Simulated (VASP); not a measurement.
## Relaxed cell of GeSb4Te7: a test of cutoff and mesh

How far does the relaxed cell of GeSb4Te7 depend on cutoff and k mesh? The starting structure is a computed structure from the Materials Project. The first relaxation on each setting starts from this cell expanded by 3 % in volume.

Calculated with VASP 6.6.1; Kohn-Sham DFT with plane waves and PAW; PBEsol.

**1. Set-up**

Symmetry: P-3m1, No. 164, trigonal system. The conventional cell has a = 4.289 Å, b = 4.289 Å, c = 24.638 Å, α = 90.00°, β = 90.00°, γ = 120.00°. Nearest to Te lie 3 Sb at 3.00 Å. Nearest to Te lie 6 Sb at 3.18 Å. Te has 3 Ge at 3.00 Å and 3 Sb at 3.19 Å nearest. Te has 3 Sb at 3.01 Å nearest. Nearest to Sb lie 6 Te at 3.00 to 3.19 Å. Nearest to Sb lie 6 Te at 3.01 to 3.18 Å. Farther neighbours and most contacts between anions are not listed.

As a file:

```xyz
12
Lattice="4.2893 0.0000 0.0000 -2.1447 3.7146 0.0000 0.0000 0.0000 24.6378" Properties=species:S:1:pos:R:3 pbc="T T T"
Te    0.0000    0.0000    6.9238
Te    0.0000    0.0000    0.0000
Te    0.0000    2.4764   14.0092
Te    2.1447    1.2382   10.6286
Te    0.0000    0.0000   17.7140
Te    2.1447    1.2382    3.7023
Te    0.0000    2.4764   20.9355
Sb    2.1447    1.2382   16.0207
Sb    0.0000    2.4764    1.9982
Sb    0.0000    2.4764    8.6171
Sb    2.1447    1.2382   22.6396
Ge    0.0000    0.0000   12.3189
```

**2. Reference relaxation**

This run starts from the cell of an earlier relaxation, which isn't shown; the restart sets up the plane waves anew.

Contents of INCAR:

```
SYSTEM = GeSb4Te7
PREC = Accurate
ENCUT = 450
EDIFF = 1E-06
NELM = 100
ISMEAR = 0
SIGMA = 0.03
LREAL = .FALSE.
ALGO = Normal
GGA = PS
NBANDS = 50
LORBIT = 11
LWAVE = .FALSE.
LCHARG = .FALSE.
KPAR = 4
NCORE = 4
IBRION = 2
NSW = 50
ISIF = 3
EDIFFG = -0.006
```

Contents of POSCAR:

```
GeSb4Te7
1.0
    4.2582495498      0.0000000000      0.0000000000
   -2.1291247749      3.6877522857      0.0000000000
    0.0000000000      0.0000000000     23.2814177433
Te Sb Ge
7 4 1
Direct
    0.0000000000      0.0000000000      0.2703543793
    0.0000000000      0.0000000000      0.0000000000
    0.3333333333      0.6666666667      0.5711351486
    0.6666666667      0.3333333333      0.4288648514
    0.0000000000      0.0000000000      0.7296456207
    0.6666666667      0.3333333333      0.1578873635
    0.3333333333      0.6666666667      0.8421126365
    0.6666666667      0.3333333333      0.6560032999
    0.3333333333      0.6666666667      0.0840155310
    0.3333333333      0.6666666667      0.3439967001
    0.6666666667      0.3333333333      0.9159844690
    0.0000000000      0.0000000000      0.5000000000
```

Contents of KPOINTS:

```
Automatic mesh
0
Gamma
6 6 1
0 0 0
```

Potentials, in the order of the species: Te, Sb and Ge_d (PBE family, release 64).

On the command line:

```
> mpirun -np 16 vasp_std
```

What it wrote:

```text
[banner, memory and clock lines left out]
running   16 mpi-ranks, on    1 nodes
 distrk:  each k-point on    4 cores,    4 groups
 distr:  one band on    4 cores,    1 groups

 POSCAR found type information on POSCAR TeSbGe
 POSCAR found :  3 types and      12 ions
|                                                                             |
|               ----> ADVICE to this user running VASP <----                  |
|                                                                             |
|     You enforced a specific xc type in the INCAR file but a different       |
|     [... a line on the potential file left out ...]
|     I HOPE YOU KNOW WHAT YOU ARE DOING!                                     |
|                                                                             |

 LDA part: xc-table for (Slater+PW92), standard interpolation
 POSCAR, INCAR and KPOINTS ok, starting setup
 FFT: planning ... GRIDC
 FFT: planning ... GRID_SOFT
 FFT: planning ... GRID
 WAVECAR not read
 entering main loop
       N       E                     dE             d eps       ncg     rms          rms(c)
DAV:   1     0.525416102329E+03    0.52542E+03   -0.25156E+04   752   0.140E+03
DAV:   2     0.301419391594E+02   -0.49527E+03   -0.47342E+03   772   0.300E+02
DAV:   3    -0.450400493175E+02   -0.75182E+02   -0.71254E+02   856   0.114E+02
DAV:   4    -0.494538644811E+02   -0.44138E+01   -0.43317E+01   846   0.308E+01
DAV:   5    -0.496204172985E+02   -0.16655E+00   -0.16561E+00  1024   0.609E+00    0.150E+01
DAV:   6    -0.493524322097E+02    0.26799E+00   -0.52552E-01   952   0.343E+00    0.974E+00
DAV:   7    -0.498038350870E+02   -0.45140E+00   -0.19843E+00   960   0.751E+00    0.335E+00
DAV:   8    -0.493398325044E+02    0.46400E+00   -0.22671E+00   992   0.650E+00    0.119E+00
DAV:   9    -0.493296055413E+02    0.10227E-01   -0.20442E-01   824   0.175E+00    0.924E-01
DAV:  10    -0.493327720915E+02   -0.31666E-02   -0.38579E-02   856   0.617E-01    0.685E-01
DAV:  11    -0.493312396303E+02    0.15325E-02   -0.25094E-03   866   0.244E-01    0.521E-01
DAV:  12    -0.493309791065E+02    0.26052E-03   -0.37915E-03   840   0.206E-01    0.309E-01
DAV:  13    -0.493309792582E+02   -0.15163E-06   -0.63337E-04   826   0.867E-02    0.299E-01
DAV:  14    -0.493309698919E+02    0.93663E-05   -0.38489E-05   896   0.264E-02    0.286E-01
DAV:  15    -0.493309724545E+02   -0.25626E-05   -0.35773E-06   724   0.768E-03    0.290E-01
DAV:  16    -0.493309429971E+02    0.29457E-04   -0.12037E-05   798   0.112E-02    0.261E-01
DAV:  17    -0.493308866402E+02    0.56357E-04   -0.49110E-05   820   0.252E-02    0.217E-01
DAV:  18    -0.493308783676E+02    0.82726E-05   -0.11978E-05   822   0.986E-03    0.195E-01
DAV:  19    -0.493308763081E+02    0.20595E-05   -0.51223E-07   428   0.303E-03    0.191E-01
DAV:  20    -0.493308734368E+02    0.28713E-05   -0.35760E-07   404   0.235E-03    0.186E-01
DAV:  21    -0.493308682831E+02    0.51537E-05   -0.51533E-07   404   0.277E-03    0.177E-01
DAV:  22    -0.493308325071E+02    0.35776E-04   -0.32417E-05   810   0.179E-02    0.976E-02
DAV:  23    -0.493308326012E+02   -0.94061E-07   -0.32507E-06   716   0.569E-03
   1 F= -.49330833E+02 E0= -.49330833E+02  d E =-.493308E+02
 curvature:   0.00 expect dE= 0.000E+00 dE for cont linesearch  0.000E+00
 trial: gam= 0.00000 g(F)=  0.695E-05 g(S)=  0.843E-04 ort = 0.000E+00 (trialstep = 0.100E+01)
 search vector abs. value=  0.912E-04
 bond charge predicted
       N       E                     dE             d eps       ncg     rms          rms(c)
DAV:   1    -0.493310585602E+02   -0.22605E-03   -0.50405E-03   924   0.401E-01    0.146E-01
DAV:   2    -0.493308634951E+02    0.19507E-03   -0.34298E-04   904   0.120E-01    0.668E-02
DAV:   3    -0.493308067702E+02    0.56725E-04   -0.68123E-05   958   0.441E-02    0.287E-02
DAV:   4    -0.493307915593E+02    0.15211E-04   -0.23448E-05   944   0.222E-02    0.128E-02
DAV:   5    -0.493307915684E+02   -0.90804E-08   -0.68865E-06   792   0.151E-02
   2 F= -.49330792E+02 E0= -.49330792E+02  d E =0.410328E-04
 trial-energy change:    0.000041  1 .order    0.000020   -0.000091    0.000132
 step:   0.2935(harm=  0.4087)  dis= 0.00008  next Energy=   -49.330845 (dE=-0.129E-04)
 bond charge predicted
       N       E                     dE             d eps       ncg     rms          rms(c)
DAV:   1    -0.493309466908E+02   -0.15513E-03   -0.25632E-03   924   0.284E-01    0.761E-02
DAV:   2    -0.493308610212E+02    0.85670E-04   -0.16830E-04   932   0.831E-02    0.407E-02
DAV:   3    -0.493308383476E+02    0.22674E-04   -0.21870E-05   904   0.239E-02    0.201E-02
DAV:   4    -0.493308256529E+02    0.12695E-04   -0.12653E-05   936   0.183E-02    0.744E-03
DAV:   5    -0.493308248083E+02    0.84459E-06   -0.42656E-06   648   0.110E-02
   3 F= -.49330825E+02 E0= -.49330825E+02  d E =0.779282E-05
 curvature:  -0.20 expect dE=-0.212E-05 dE for cont linesearch -0.624E-07
 trial: gam= 0.05936 g(F)=  0.405E-05 g(S)=  0.674E-05 ort = 0.538E-05 (trialstep = 0.859E+00)
 search vector abs. value=  0.118E-04
 reached required accuracy - stopping structural energy minimisation
```

Run time: 28 s. Hardware: 16 MPI ranks of Intel Xeon 6975P-C (Granite Rapids), shared host; peak memory 4.6 GiB; 4.7 min of CPU time.

Lines that name or quote the potential files are left out of all logs, and their timing lines are given in words.

OUTCAR, selected parts (step 2):

```text
ion  position               nearest neighbor table
   1  0.000  0.000  0.270-  10 3.00  10 3.00  10 3.00   6 3.59   6 3.59   6 3.59
   2  0.000  0.000  0.000-   9 3.14  11 3.14   9 3.14  11 3.14  11 3.14   9 3.14
   3  0.333  0.667  0.571-  12 2.96  12 2.96  12 2.96   8 3.15   8 3.15   8 3.15
   4  0.667  0.333  0.429-  12 2.96  12 2.96  12 2.96  10 3.15  10 3.15  10 3.15
   5  0.000  0.000  0.730-   8 3.00   8 3.00   8 3.00   7 3.59   7 3.59   7 3.59
   6  0.667  0.333  0.158-   9 3.00   9 3.00   9 3.00   1 3.59   1 3.59   1 3.59
   7  0.333  0.667  0.842-  11 3.00  11 3.00  11 3.00   5 3.59   5 3.59   5 3.59
   8  0.667  0.333  0.656-   5 3.00   5 3.00   5 3.00   3 3.15   3 3.15   3 3.15
   9  0.333  0.667  0.084-   6 3.00   6 3.00   6 3.00   2 3.14   2 3.14   2 3.14
  10  0.333  0.667  0.344-   1 3.00   1 3.00   1 3.00   4 3.15   4 3.15   4 3.15
  11  0.667  0.333  0.916-   7 3.00   7 3.00   7 3.00   2 3.14   2 3.14   2 3.14
  12  0.000  0.000  0.500-   3 2.96   4 2.96   3 2.96   4 2.96   4 2.96   3 2.96

  LATTYP: Found a hexagonal cell.
 ALAT       =     4.2582495498
 C/A-ratio  =     5.4673680983

 Subroutine GETGRP returns: Found 12 space group operations
 (whereof 12 operations were pure point group operations)

The static configuration has the point symmetry D_3d.

 Found      7 irreducible k-points:

   k-points           NKPTS =      7   k-points in BZ     NKDIM =      7   number of bands    NBANDS=     50

   dimension x,y,z NGX =    30 NGY =   30 NGZ =  162
   dimension x,y,z NGXF=    60 NGYF=   60 NGZF=  324

   ENCUT  =  450.0 eV  33.07 Ry    5.75 a.u.   7.37  7.37 40.27*2*pi/ulx,y,z

   NELECT =      76.0000    total number of electrons

 k-points in reciprocal lattice and weights: Automatic mesh
   0.00000000  0.00000000  0.00000000       0.028
   0.16666667  0.00000000  0.00000000       0.167
   0.33333333  0.00000000  0.00000000       0.167
   0.50000000 -0.00000000  0.00000000       0.083
   0.16666667  0.16666667  0.00000000       0.167
   0.33333333  0.16666667  0.00000000       0.333
   0.33333333  0.33333333  0.00000000       0.056

 average (electrostatic) potential at core
       1 -87.8652       2 -87.6823       3 -87.6880       4 -87.6880       5 -87.8652
       6 -87.8373       7 -87.8373       8 -86.5119       9 -86.4968      10 -86.5119
      11 -86.4968      12 -72.5726

 E-fermi :   6.8112

 k-point     1 :       0.0000    0.0000    0.0000
  band No.  band energies     occupation
    ...
     34       5.4052      2.00000
     35       5.4375      2.00000
     36       5.4971      2.00000
     37       6.3856      2.00000
     38       6.6271      2.00000
     39       7.0570      0.00000
     40       7.0570      0.00000
     41       7.1107      0.00000
     42       7.1107      0.00000
     43       7.2066      0.00000
    ...

 k-point     2 :       0.1667    0.0000    0.0000
  band No.  band energies     occupation
    ...
     34       5.5044      2.00000
     35       5.6330      2.00000
     36       5.8071      2.00000
     37       6.2003      2.00000
     38       6.5679      2.00000
     39       7.2201      0.00000
     40       7.3466      0.00000
     41       7.5284      0.00000
     42       7.6476      0.00000
     43       7.7545      0.00000
    ...

 k-point     3 :       0.3333    0.0000    0.0000
  band No.  band energies     occupation
    ...
     34       5.1667      2.00000
     35       5.4193      2.00000
     36       5.4703      2.00000
     37       5.6773      2.00000
     38       6.2435      2.00000
     39       7.3427      0.00000
     40       7.4617      0.00000
     41       7.5984      0.00000
     42       7.7699      0.00000
     43       7.9639      0.00000
    ...

  Total        0.0224054      0.0224054     -0.0259296      0.0000000      0.0000000      0.0000000
  in kB        0.0982161      0.0982161     -0.1136649      0.0000000      0.0000000      0.0000000
  external PRESSURE =       0.0275891 kB  Pullay stress =       0.0000000 kB

  energy-cutoff  :      450.00
  volume of cell :      365.49
      direct lattice vectors                 reciprocal lattice vectors
     4.257943048  0.000000000  0.000000000     0.234855184  0.135593704  0.000000000
    -2.128971524  3.687486847 -0.000000000     0.000000000  0.271187408  0.000000000
     0.000000000  0.000000000 23.278223128    -0.000000000  0.000000000  0.042958605

 POSITION                                       TOTAL-FORCE (eV/Angst)
 -----------------------------------------------------------------------------------
      0.00000      0.00000      6.29345         0.000000     -0.000000      0.003008
      0.00000      0.00000     23.27822        -0.000000      0.000000     -0.000000
     -0.00000      2.45832     13.29494        -0.000000     -0.000000     -0.004209
      2.12897      1.22916      9.98328         0.000000      0.000000      0.004209
      0.00000      0.00000     16.98477         0.000000      0.000000     -0.003008
      2.12897      1.22916      3.67535         0.000000     -0.000000      0.003396
     -0.00000      2.45832     19.60287        -0.000000      0.000000     -0.003396
      2.12897      1.22916     15.27060        -0.000000     -0.000000     -0.001555
     -0.00000      2.45832      1.95578        -0.000000      0.000000      0.001134
     -0.00000      2.45832      8.00762         0.000000      0.000000      0.001555
      2.12897      1.22916     21.32244        -0.000000     -0.000000     -0.001134
      0.00000      0.00000     11.63911        -0.000000      0.000000     -0.000000
 -----------------------------------------------------------------------------------
    total drift:                               -0.000000     -0.000000      0.000000

  FREE ENERGIE OF THE ION-ELECTRON SYSTEM (eV)
  ---------------------------------------------------
  free  energy   TOTEN  =       -49.3308248083 eV

  energy  without entropy=      -49.3308248083  energy(sigma->0) =      -49.33082481

 reached required accuracy - stopping structural energy minimisation

 total charge
# of ion       s       p       d       tot
------------------------------------------
    1        1.414   1.880   0.032   3.326
    2        1.397   1.931   0.035   3.363
    3        1.392   1.930   0.037   3.358
    4        1.392   1.930   0.037   3.358
    5        1.414   1.880   0.032   3.326
    6        1.414   1.882   0.032   3.327
    7        1.414   1.882   0.032   3.327
    8        1.289   0.980   0.050   2.319
    9        1.290   0.981   0.051   2.321
   10        1.289   0.980   0.050   2.319
   11        1.290   0.981   0.051   2.321
   12        1.322   0.783  10.017  12.123
--------------------------------------------------
tot         16.316  18.021  10.454  44.791

[... 3 further parts left out ...]
```

CONTCAR:

```
GeSb4Te7
   1.00000000000000
     4.2579430476905360    0.0000000000000000    0.0000000000000000
    -2.1289715238452680    3.6874868470869080   -0.0000000000000000
     0.0000000000000000    0.0000000000000000   23.2782231282598779
  Te              Sb              Ge
     7     4     1
Direct
     0.0000000000000000    0.0000000000000000    0.2703578751200203
     0.0000000000000000    0.0000000000000000    1.0000000000000000
     0.3333333332999970    0.6666666667000030    0.5711321719059566
     0.6666666667000030    0.3333333332999970    0.4288678280940435
     0.0000000000000000    0.0000000000000000    0.7296421248799797
     0.6666666667000030    0.3333333332999970    0.1578878703146396
     0.3333333332999970    0.6666666667000030    0.8421121296853604
     0.6666666667000030    0.3333333332999970    0.6560036804131565
     0.3333333332999970    0.6666666667000030    0.0840177875058903
     0.3333333332999970    0.6666666667000030    0.3439963195868435
     0.6666666667000030    0.3333333332999970    0.9159822124941097
     0.0000000000000000    0.0000000000000000    0.5000000000000000
```

The PAW data sets were made with PBE, which is usual practice but a small mismatch for other functionals. The run keeps the 12 symmetry operations of its start, so it cannot find a distortion of lower symmetry.

The reference relaxation ends at 30.458 Å³ an atom.

**3. Relaxation with a cutoff of 310 eV**

Against step 2 the input has ENCUT = 310. This run starts from the cell of an earlier relaxation, which isn't shown; the restart sets up the plane waves anew.

Edit INCAR of step 2 so:

```diff
@@ -2,3 +2,3 @@
 PREC = Accurate
-ENCUT = 450
+ENCUT = 310
 EDIFF = 1E-06
```

Contents of POSCAR:

```
GeSb4Te7
1.0
    4.2591146357      0.0000000000      0.0000000000
   -2.1295573178      3.6885014721      0.0000000000
    0.0000000000      0.0000000000     23.2858765327
Te Sb Ge
7 4 1
Direct
    0.0000000000      0.0000000000      0.2707278276
    0.0000000000      0.0000000000      0.0000000000
    0.3333333333      0.6666666667      0.5709385265
    0.6666666667      0.3333333333      0.4290614735
    0.0000000000      0.0000000000      0.7292721724
    0.6666666667      0.3333333333      0.1578399999
    0.3333333333      0.6666666667      0.8421600001
    0.6666666667      0.3333333333      0.6556903591
    0.3333333333      0.6666666667      0.0840013279
    0.3333333333      0.6666666667      0.3443096409
    0.6666666667      0.3333333333      0.9159986721
    0.0000000000      0.0000000000      0.5000000000
```

KPOINTS is that of step 2.

On the command line:

```
> mpirun -np 16 vasp_std
```

What it wrote:

```text
[banner, memory and clock lines left out]
running   16 mpi-ranks, on    1 nodes
[...]
[... a notice as in an earlier step ...]

 LDA part: xc-table for (Slater+PW92), standard interpolation
 POSCAR, INCAR and KPOINTS ok, starting setup
[...]
entering main loop
       N       E                     dE             d eps       ncg     rms          rms(c)
DAV:   1     0.407792550969E+03    0.40779E+03   -0.20593E+04   710   0.107E+03
DAV:   2     0.116821032523E+02   -0.39611E+03   -0.37758E+03   780   0.235E+02
DAV:   3    -0.464127541711E+02   -0.58095E+02   -0.55449E+02   864   0.950E+01
DAV:   4    -0.495092076714E+02   -0.30965E+01   -0.30398E+01   820   0.244E+01
[...]
DAV:  17    -0.493300095931E+02    0.53191E-04   -0.48617E-05   804   0.250E-02    0.205E-01
DAV:  18    -0.493300017745E+02    0.78186E-05   -0.11318E-05   816   0.965E-03    0.183E-01
DAV:  20    -0.493299992953E+02    0.79419E-06   -0.18954E-07   398   0.184E-03
   1 F= -.49329999E+02 E0= -.49329999E+02  d E =-.493300E+02
[... from here on, the cycles between the ionic steps are left out ...]
   2 F= -.49329880E+02 E0= -.49329880E+02  d E =0.118933E-03
   3 F= -.49329976E+02 E0= -.49329976E+02  d E =0.237703E-04
   4 F= -.49329977E+02 E0= -.49329977E+02  d E =0.219271E-04
   5 F= -.49329975E+02 E0= -.49329975E+02  d E =0.239842E-04
   6 F= -.49329977E+02 E0= -.49329977E+02  d E =0.218163E-04
   7 F= -.49329977E+02 E0= -.49329977E+02  d E =0.219536E-04
   8 F= -.49329992E+02 E0= -.49329992E+02  d E =-.143645E-04
   9 F= -.49330015E+02 E0= -.49330015E+02  d E =-.381297E-04
  10 F= -.49329973E+02 E0= -.49329973E+02  d E =0.474853E-05
  11 F= -.49330015E+02 E0= -.49330015E+02  d E =-.381577E-04
  12 F= -.49330024E+02 E0= -.49330024E+02  d E =-.854645E-05
  13 F= -.49330045E+02 E0= -.49330045E+02  d E =-.297904E-04
  14 F= -.49330060E+02 E0= -.49330060E+02  d E =-.449880E-04
  15 F= -.49330071E+02 E0= -.49330071E+02  d E =-.106954E-04
 trial-energy change:   -0.000011  1 .order   -0.000014   -0.000020   -0.000008
 step:   0.5998(harm=  0.5998)  dis= 0.00079  next Energy=   -49.330077 (dE=-0.166E-04)
 reached required accuracy - stopping structural energy minimisation
```

Run time: 21 s. Hardware: 16 MPI ranks; peak memory 3.3 GiB; 5.3 min of CPU time.

OUTCAR, selected parts (step 3):

```text
  Total        0.0327235      0.0327235     -0.0164231      0.0000000      0.0000000     -0.0000000
  in kB        0.1435357      0.1435357     -0.0720369      0.0000000      0.0000000     -0.0000000
  external PRESSURE =       0.0716782 kB  Pullay stress =       0.0000000 kB

 POSITION                                       TOTAL-FORCE (eV/Angst)
 -----------------------------------------------------------------------------------
      0.00000     -0.00000      6.29436        -0.000000     -0.000000     -0.000018
      4.25736     -0.00000      0.00000         0.000000     -0.000000     -0.000000
     -0.00000      2.45799     13.28770         0.000000     -0.000000      0.000567
      2.12868      1.22899      9.98241        -0.000000      0.000000     -0.000567
      0.00000     -0.00000     16.97575         0.000000      0.000000      0.000018
      2.12868      1.22899      3.67874        -0.000000      0.000000     -0.002704
     -0.00000      2.45799     19.59137         0.000000     -0.000000      0.002704
      2.12868      1.22899     15.26157         0.000000     -0.000000      0.002015
     -0.00000      2.45799      1.95786         0.000000     -0.000000      0.000481
     -0.00000      2.45799      8.00854        -0.000000      0.000000     -0.002015
      2.12868      1.22899     21.31225        -0.000000      0.000000     -0.000481
      4.25736     -0.00000     11.63505         0.000000     -0.000000     -0.000000
 -----------------------------------------------------------------------------------
    total drift:                                0.000000      0.000000     -0.000000

  FREE ENERGIE OF THE ION-ELECTRON SYSTEM (eV)
  ---------------------------------------------------
  free  energy   TOTEN  =       -49.3300711828 eV

  energy  without entropy=      -49.3300711828  energy(sigma->0) =      -49.33007118

[... 2 parts as in an earlier step ...]

[... 2 further parts left out ...]
[key lines of the parts left out:]
E-fermi :   6.8184
```

The log as kept lacks single lines of electronic cycles.

Logs of long relaxations may skip ionic steps without a mark.

With a cutoff of 310 eV the cell ends at 30.439 Å³ an atom, -0.06 % from the reference.

(Continued in part 2 of 2.)

[Lines on the potential files, build, host, timing and source positions are cut from VASP's logs without a mark.]

[Logs are printed without paths, hosts, clocks, repeated set-up lines and the standing remarks that a program may print on its own settings, such as how far it seeks lower states.]

[Hosts, paths, dates, database ids (printed as entryN), source tags and the programs' standing remarks are cut or masked in the printed files.]
